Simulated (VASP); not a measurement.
# H2W8C8S in VASP: a series of runs

One slab, H2W8C8S, is run at these levels: PBE+D3(BJ); tasks: single point.

All numbers are computed with VASP 6.6.1; they aren't measurements. Logs are shortened: lines on timing, memory, paths and dates and some standing lists are left out, and cuts for length are marked.

## Step 1: The structure

The cell holds a slab with vacuum, 19 atoms: a = 5.704 Å, b = 5.704 Å, c = 17.201 Å, α = 90.00°, β = 90.00°, γ = 120.00°.

## Step 2: Single point, PBE+D3(BJ)

File INCAR:

```
SYSTEM = H2W8C8S
PREC = Accurate ; ENCUT = 520
EDIFF = 1E-6 ; ISMEAR = -1
SIGMA = 0.15 ; LREAL = Auto
LASPH = .True. ; NELM = 100
ALGO = Fast ; ISIF = 2
LWAVE = .False. ; LCHARG = .False.
GGA = PE ; IVDW = 12
NBANDS = 91
```

File KPOINTS:

```
regular mesh
0
Gamma
  2 2 1
  0 0 0
```

File POSCAR:

```
H2W8C8S
1.0
    5.7040600000      0.0000000000      0.0000000000
   -2.8520300000      4.9398610000      0.0000000000
    0.0000000000      0.0000000000     17.2011400000
W C S H
8 8 1 2
Direct
    0.0000000000      0.0000000000      0.0581356817
   -0.0000459112     -0.0001619479      0.2293917729
   -0.0000004574      0.4999938257      0.0581356817
    0.0000116497      0.4999128518      0.2283918391
    0.4999947406      0.0000000000      0.0581356817
    0.4995360181     -0.0005668176      0.2293627050
    0.4999942832      0.4999938257      0.0581356817
    0.4994152159      0.5003784519      0.2296591970
    0.3330714015      0.1666038781      0.1298983672
    0.3325064268      0.1668063130      0.2972419270
    0.3337257558      0.6668203822      0.1296309431
    0.3351522852      0.6661321037      0.2957827214
    0.8333827708      0.1658346257      0.1288112300
    0.8322808117      0.1653487821      0.2968407908
    0.8332648754      0.6673467128      0.1293751461
    0.8317723339      0.6663952690      0.2966838244
    0.1498320141      0.6620024329      0.4555337611
    0.2361764771      0.8837090760      0.4077404172
    0.0145719657      0.4885360135      0.3953284492
```

Potentials or basis: VASP PAW PBE potentials, release 64 (W_sv, C, S, H).

Started as:

```console
cat potpaw_PBE.64/W_sv/POTCAR potpaw_PBE.64/C/POTCAR potpaw_PBE.64/S/POTCAR potpaw_PBE.64/H/POTCAR > POTCAR
mpirun -np 1 vasp_std > vasp.out
```

OUTCAR:

```text
SYSTEM = H2W8C8S
   PREC = Accurate
   ENCUT = 520
   EDIFF = 1E-6
   ISMEAR = -1
   LREAL = Auto
   LASPH = .True.
   NELM = 100
   ISIF = 2
   GGA = PE
   IVDW = 12
 IVDW          = 12

 ion  position               nearest neighbor table
   1  0.000  0.000  0.058-  13 2.04  15 2.05   9 2.06   3 2.85   7 2.85   5 2.85   5 2.85   7 2.85
                             3 2.85   2 2.95
   2  1.000  1.000  0.229-  16 2.01  14 2.01  10 2.02   9 2.37  15 2.38  13 2.39   6 2.85   4 2.85
                             8 2.85   8 2.85   4 2.85   6 2.85   1 2.95
   3  1.000  0.500  0.058-  13 2.05  15 2.06  11 2.06   1 2.85   7 2.85   5 2.85   5 2.85   7 2.85
                             1 2.85   4 2.93
   4  0.000  0.500  0.228-  12 2.02  16 2.03  14 2.03  11 2.37  15 2.37  13 2.38   8 2.85   6 2.85
                             2 2.85   2 2.85   6 2.85   8 2.86   3 2.93
   5  0.500  0.000  0.058-  13 2.05  11 2.05   9 2.06   7 2.85   1 2.85   3 2.85   3 2.85   1 2.85
                             7 2.85   6 2.95
   6  0.500  0.999  0.229-  12 2.00  14 2.01  10 2.02  11 2.38   9 2.38  13 2.39   8 2.85   4 2.85
                             2 2.85   2 2.85   4 2.85   8 2.86   5 2.95
   7  0.500  0.500  0.058-  15 2.05  11 2.05   9 2.06   5 2.85   1 2.85   3 2.85   3 2.85   1 2.85
                             5 2.85   8 2.95
   8  0.499  0.500  0.230-  12 1.99  16 2.01  10 2.02  11 2.38   9 2.38  15 2.39   6 2.85   4 2.85
                             2 2.85   2 2.85   4 2.86   6 2.86   7 2.95
   9  0.333  0.167  0.130-   1 2.06   7 2.06   5 2.06   2 2.37   6 2.38   8 2.38
  10  0.333  0.167  0.297-   2 2.02   8 2.02   6 2.02
  11  0.334  0.667  0.130-   7 2.05   5 2.05   3 2.06   4 2.37   6 2.38   8 2.38
  12  0.335  0.666  0.296-   8 1.99   6 2.00   4 2.02
  13  0.833  0.166  0.129-   1 2.04   5 2.05   3 2.05   4 2.38   2 2.39   6 2.39
  14  0.832  0.165  0.297-   6 2.01   2 2.01   4 2.03
  15  0.833  0.667  0.129-   1 2.05   7 2.05   3 2.06   4 2.37   2 2.38   8 2.39
  16  0.832  0.666  0.297-   8 2.01   2 2.01   4 2.03
  17  0.150  0.662  0.456-  19 1.37  18 1.38
  18  0.236  0.884  0.408-  17 1.38
  19  0.015  0.489  0.395-  17 1.37

  LATTYP: Found a hexagonal cell.
 ALAT       =     5.7040600000
 C/A-ratio  =     3.0155959089

  Lattice vectors:

 A1 = (   5.7040600000,   0.0000000000,   0.0000000000)
 A2 = (  -2.8520300000,   4.9398610000,   0.0000000000)
 A3 = (   0.0000000000,   0.0000000000,  17.2011400000)

Analysis of symmetry for initial positions (statically):
=====================================================================
 Subroutine PRICEL returns:
 Original cell was already a primitive cell.

 Routine SETGRP: Setting up the symmetry group for a
 hexagonal supercell.

 Subroutine GETGRP returns: Found  1 space group operations
 (whereof  1 operations were pure point group operations)
 out of a pool of 24 trial point group operations.

The static configuration has the point symmetry C_1 .

Analysis of symmetry for dynamics (positions and initial velocities):
=====================================================================
 Subroutine PRICEL returns:
 Original cell was already a primitive cell.

 Routine SETGRP: Setting up the symmetry group for a
 hexagonal supercell.

 Subroutine GETGRP returns: Found  1 space group operations
 (whereof  1 operations were pure point group operations)
 out of a pool of 24 trial point group operations.

The dynamic configuration has the point symmetry C_1 .

 Subroutine INISYM returns: Found  1 space group operations
 (whereof  1 operations are pure point group operations),
 and found     1 'primitive' translations

----------------------------------------------------------------------------------------

                                     Primitive cell

  volume of cell :     484.6811

  direct lattice vectors                    reciprocal lattice vectors
     5.704060000  0.000000000  0.000000000     0.175313724  0.101217423  0.000000000
    -2.852030000  4.939861000  0.000000000     0.000000000  0.202434846  0.000000000
     0.000000000  0.000000000 17.201140000     0.000000000  0.000000000  0.058135682

  length of vectors
     5.704060000  5.704060117 17.201140000     0.202434850  0.202434846  0.058135682

  position of ions in fractional coordinates (direct lattice)
     0.000000000  0.000000000  0.058135682
     0.999954089  0.999838052  0.229391773
     0.999999543  0.499993826  0.058135682
     0.000011650  0.499912852  0.228391839
     0.499994741  0.000000000  0.058135682
     0.499536018  0.999433182  0.229362705
[... 11 lines left out ...]
     0.236176477  0.883709076  0.407740417
     0.014571966  0.488536014  0.395328449

  ion indices of the primitive-cell ions
   primitive index   ion index
                 1           1
                 2           2
                 3           3
                 4           4
                 5           5
                 6           6
[... 11 lines left out ...]
                18          18
                19          19

----------------------------------------------------------------------------------------

 KPOINTS: regular mesh

Automatic generation of k-mesh.
 Grid dimensions read from file:
 generate k-points for:    2    2    1

 Generating k-lattice:

  Cartesian coordinates                     Fractional coordinates (reciprocal lattice)
     0.087656862  0.050608711  0.000000000     0.500000000  0.000000000  0.000000000
     0.000000000  0.101217423  0.000000000     0.000000000  0.500000000  0.000000000
     0.000000000  0.000000000  0.058135682     0.000000000  0.000000000  1.000000000

  Length of vectors
     0.101217425  0.101217423  0.058135682

  Shift w.r.t. Gamma in fractional coordinates (k-lattice)
     0.000000000  0.000000000  0.000000000

 Subroutine IBZKPT returns following result:
 ===========================================

 Found      4 irreducible k-points:

 Following reciprocal coordinates:
            Coordinates               Weight
  0.000000  0.000000  0.000000      1.000000
  0.500000  0.000000  0.000000      1.000000
  0.000000  0.500000  0.000000      1.000000
  0.500000  0.500000  0.000000      1.000000
   k-points           NKPTS =      4   k-points in BZ     NKDIM =      4   number of bands    NBANDS=     91
   number of dos      NEDOS =    301   number of ions     NIONS =     19
   total plane-waves  NPLWV = 225792
   dimension x,y,z NGX =    42 NGY =   42 NGZ =  128
   dimension x,y,z NGXF=    84 NGYF=   84 NGZF=  256
   ions per type =               8   8   1   2
   NGX,Y,Z   is equivalent  to a cutoff of  12.24, 12.24, 12.37 a.u.
   NGXF,Y,Z  is equivalent  to a cutoff of  24.48, 24.48, 24.74 a.u.
 SYSTEM =  H2W8C8S
   PREC   = accura    normal or accurate (medium, high low for compatibility)
   ISTART =      0    job   : 0-new  1-cont  2-samecut
   ICHARG =      2    charge: 1-file 2-atom 10-const
   ISPIN  =      1    spin polarized calculation?
   LNONCOLLINEAR =      F non collinear calculations
   LSORBIT =      F    spin-orbit coupling
   LASPH  =      T    aspherical Exc in radial PAW
   ENCUT  =  520.0 eV  38.22 Ry    6.18 a.u.  10.61 10.61 31.98*2*pi/ulx,y,z
   NELM   =    100;   NELMIN=  2; NELMDL= -5     # of ELM steps
   EDIFF  = 0.1E-05   stopping-criterion for ELM
   LREAL  =      T    real-space projection
   EDIFFG = 0.1E-04   stopping-criterion for IOM
   NSW    =      0    number of steps for IOM
   IBRION =     -1    ionic relax: 0-MD 1-quasi-New 2-CG
   NFREE  =      0    steps in history (QN), initial steepest desc. (CG)
   ISIF   =      2    stress and relaxation
   ISYM   =      2    0-nonsym 1-usesym 2-fastsym
   POTIM  = 0.5000    time-step for ionic-motion
   TEBEG  =    0.0;   TEEND  =   0.0 temperature during run
   PSTRESS=    0.0 pullay stress
   NELECT =     152.0000    total number of electrons
   NUPDOWN=      -1.0000    fix difference up-down
   EMIN   =  10.00;   EMAX   =-10.00  energy-range for DOS
   EFERMI =   0.00;   METHOD = LEGACY
   ISMEAR =    -1;   SIGMA  =   0.15  broadening in eV -4-tet -1-fermi 0-gaus
   EFERMI_NEDOS =   21; number of points for ismear=-14 and -15
   IALGO  =     68    algorithm
   IMIX   =      4    mixing-type and parameters
     AMIX     =   0.40;   BMIX     =  1.00
     AMIX_MAG =   1.60;   BMIX_MAG =  1.00
  volume/ion in A,a.u.               =      25.51       172.15
  Fermi-wavevector in a.u.,A,eV,Ry     =   1.112254  2.101855 16.831892  1.237109
  Thomas-Fermi vector in A             =   2.248826
   LORBIT       =      0    0 simple, 1 ext, 2 COOP (PROOUT), +10 PAW based schemes
   GGA     = PE    functional components
   LHFCALC =     F    Hartree Fock is set to
   AEXX    =    0.0000 exact exchange contribution
   IVDW    =    12    specifies the selected vdW correction
   LEPSILON=     F    determine dielectric tensor
   LRPA    =     F    only Hartree local field effects (RPA)
 non-spin polarized calculation
 RMM-DIIS sequential band-by-band and
  energy-cutoff  :      520.00
  volume of cell :      484.68
 maximum number of plane-waves:     13107
   NGX = 21   NGY = 21   NGZ = 63

 number of electron     152.0000006 magnetization

 Free energy of the ion-electron system (eV)
  ---------------------------------------------------
  ext. energy  EPLUGINS =         0.00000000
  ---------------------------------------------------
  free energy    TOTEN  =      -173.39268546 eV

  energy without entropy =     -172.90812027  energy(sigma->0) =     -173.15040286

 E-fermi :   0.7536     XC(G=0):  -6.5669

 val. band max:        0.7280848085   @ k =   0.5000   0.5000   0.0000
 cond. band min:       0.7884863156   @ k =   0.0000   0.5000   0.0000
 fundamental gap:      0.0604015071
 Fermi energy:         0.7535509504

 k-point     1 :       0.0000    0.0000    0.0000
  band No.  band energies     occupation
      1     -73.1055      2.00000
      2     -73.0361      2.00000
      3     -73.0309      2.00000
      4     -73.0259      2.00000
      5     -72.9281      2.00000
      6     -72.8574      2.00000
[... 353 lines left out ...]
     87       2.8556      0.00000
     88       2.8902      0.00000
 [bands above 88 left out]

------------------------ aborting loop because EDIFF is reached ----------------------------------------

 Edisp (eV)   -5.20570

 E8    (eV) :    -2.4116

  FORCE on cell =-STRESS in cart. coord.  units (eV):
  Direction    XX          YY          ZZ          XY          YZ          ZX
  --------------------------------------------------------------------------------------
  -------------------------------------------------------------------------------------
  Total      15.92233    14.86416    -2.43825     0.01810     0.00420    -0.03090
  in kB      52.63336    49.13544    -8.05995     0.05982     0.01390    -0.10215
  external pressure =       31.24 kB  Pullay stress =        0.00 kB

 VOLUME and BASIS-vectors are now :
 -----------------------------------------------------------------------------
  energy-cutoff  :      520.00
  volume of cell :      484.68
      direct lattice vectors                 reciprocal lattice vectors
     5.704060000  0.000000000  0.000000000     0.175313724  0.101217423  0.000000000
    -2.852030000  4.939861000  0.000000000     0.000000000  0.202434846  0.000000000
     0.000000000  0.000000000 17.201140000     0.000000000  0.000000000  0.058135682

 POSITION                                       TOTAL-FORCE (eV/Angst)
 -----------------------------------------------------------------------------------
      0.00000      0.00000      1.00000         0.117324      0.004413     -1.321025
      2.85223      4.93906      3.94580        -0.068030      0.076008     -0.367101
      4.27806      2.46990      1.00000         0.013044      0.058176     -1.272099
     -1.42570      2.46950      3.92860        -0.249297     -0.155049     -0.199986
      2.85200      0.00000      1.00000        -0.107915     -0.006342     -1.224241
     -0.00103      4.93706      3.94530        -0.032861      0.384775     -0.510614
[... 11 lines left out ...]
     -1.17320      4.36540      7.01360        -0.053023     -0.332065      0.248149
     -1.31020      2.41330      6.80010        -0.015898      0.197781      0.403089
 -----------------------------------------------------------------------------------
    total drift:                                0.013737      0.004029     -0.047180

  FREE ENERGIE OF THE ION-ELECTRON SYSTEM (eV)
  ---------------------------------------------------
  free  energy   TOTEN  =      -178.5983894870 eV

  energy  without entropy=     -178.1138242954  energy(sigma->0) =     -178.35610689
```

Wall time 8.1 min (1 thread of Intel Xeon Platinum 8259CL at 2.50GHz (Skylake/Cascade Lake), shared host); peak memory 0.57 GiB.

What came out:

- Free energy: -178.5984 eV
- Largest force: 2.358 eV/Å
- Band gap on the k mesh: none (metal or under the smearing width)
- Dispersion energy per atom: -0.274 eV

Forces on the atoms (eV/Å):
```
W    0.117  0.004 -1.321
W   -0.068  0.076 -0.367
W    0.013  0.058 -1.272
W   -0.249 -0.155 -0.200
W   -0.108 -0.006 -1.224
W   -0.033  0.385 -0.511
W   -0.008 -0.058 -1.128
W    0.336 -0.333 -0.682
C    0.014 -0.009  1.943
C    0.137 -0.095 -0.508
C   -0.062  0.004  2.003
C   -0.223 -0.017 -0.106
C   -0.037  0.073  2.357
C   -0.026  0.202 -0.626
C    0.060 -0.026  2.111
C    0.182 -0.104 -0.607
S    0.024  0.135 -0.511
H   -0.053 -0.332  0.248
H   -0.016  0.198  0.403
```

Caveat: the k mesh is coarse (spacing up to 0.64 Å⁻¹), so the values aren't converged. Spin-orbit coupling is left out, which matters for the levels of W.

## Step 3: Single point, PBE+D3(BJ)

File INCAR:

```
SYSTEM = H2W8C8S
PREC     = Accurate       ! precision mode
ENCUT    = 520            ! plane-wave cutoff, eV
EDIFF    = 1E-7           ! SCF threshold, eV
ISMEAR   = -1             ! smearing method
SIGMA    = 0.15           ! smearing width, eV
LREAL    = Auto         
LASPH    = .True.         ! aspherical terms in the spheres
NELM     = 80             ! most SCF steps
ALGO     = Fast           ! electronic algorithm
ISIF     = 2              ! what is computed and relaxed
LWAVE    = .False.        ! write WAVECAR
LCHARG   = .True.         ! write CHGCAR
GGA      = PE             ! functional
IVDW     = 12             ! dispersion correction
LELF     = .True.         ! ELF
LVHAR    = .True.       
NBANDS   = 91             ! bands
```

File KPOINTS:

```
Automatic mesh
0
Gamma
  2 2 1
  0 0 0
```

File POSCAR:

```
H2W8C8S
1.0
    5.7040600000      0.0000000000      0.0000000000
   -2.8520300000      4.9398610000      0.0000000000
    0.0000000000      0.0000000000     17.2011400000
W C S H
8 8 1 2
Direct
    0.0000000000      0.0000000000      0.0581356817
   -0.0009479528      0.0002429218      0.2317637087
   -0.0000004574      0.4999938257      0.0581356817
   -0.0024814387      0.4992043298      0.2291708573
    0.4999947406      0.0000000000      0.0581356817
    0.4996981607      0.0002834088      0.2310370127
    0.4999942832      0.4999938257      0.0581356817
    0.4989851583      0.4970990074      0.2313335046
    0.3377750910      0.1681221395      0.1421940639
    0.3350499292      0.1670897218      0.2893529150
    0.3359758702      0.6650794425      0.1460949681
    0.3051848763      0.6673467128      0.3069854672
    0.8316864315      0.1607939980      0.1426591493
    0.8307762291      0.1737700717      0.2894459321
    0.8289408678      0.6641684857      0.1425661322
    0.8249044345      0.6618809720      0.2928526830
    0.2659632149      0.6875699539      0.4055487020
   -0.0892612492      0.6262726826      0.3520406206
    0.0878673933      0.4141614511      0.4046999211
```

Potentials or basis: VASP PAW PBE potentials, release 64 (W_sv, C, S, H).

Started as:

```console
cat potpaw_PBE.64/W_sv/POTCAR potpaw_PBE.64/C/POTCAR potpaw_PBE.64/S/POTCAR potpaw_PBE.64/H/POTCAR > POTCAR
mpirun -np 1 vasp_std > vasp.out
```

Run time: 8.7 min. Hardware: 1 thread of Intel Xeon Platinum 8259CL at 2.50GHz (Skylake/Cascade Lake), shared host; peak memory 0.57 GiB.

Results (log left out):

```yaml
Free_energy: -179.3699 eV
Largest_force: 5.128 eV/Å
Band_gap_on_the_k_mesh: none (metal or under the smearing width)
Dispersion_energy_per_atom: -0.278 eV
```

Forces on the atoms (eV/Å):
```
W    0.045 -0.070  2.112
W   -0.329 -0.038 -3.270
W    0.073  0.032  2.363
W    0.505  0.149 -3.757
W    0.010 -0.142  2.414
W    0.070 -1.202 -2.775
W   -0.102 -0.039  2.385
W   -1.394  1.011 -2.939
C   -0.178 -0.102 -1.943
C   -0.530  0.064  3.929
C   -0.346 -0.055 -2.246
C    1.357  0.629 -0.096
C   -0.036  0.169 -2.403
C    0.590 -0.401  3.550
C    0.174 -0.042 -1.894
C    1.055 -0.010  5.018
S    0.495 -0.612 -0.086
H   -1.406  0.586 -0.980
H   -0.051  0.071  0.619
```

Levels at points of the mesh, in eV from the Fermi level:
```csv
k point,band 74,band 75,band 76,band 77,band 78,band 79,band 80,band 81
"(0.00, 0.00, 0.00)",0.15,0.22,0.25,0.27,0.30,0.65,1.60,1.97
"(0.50, 0.00, 0.00)",-1.12,-1.03,-0.49,-0.17,0.57,0.79,0.97,1.29
"(0.00, 0.50, 0.00)",-1.15,-0.62,-0.35,-0.10,0.06,0.85,0.98,1.48
"(0.50, 0.50, 0.00)",-0.94,-0.89,-0.52,-0.44,0.65,0.78,1.03,1.14
```

Caveat: the k mesh is coarse (spacing up to 0.64 Å⁻¹), so the values aren't converged. Spin-orbit coupling is left out, which matters for the levels of W.

[end of part 1 of 2]
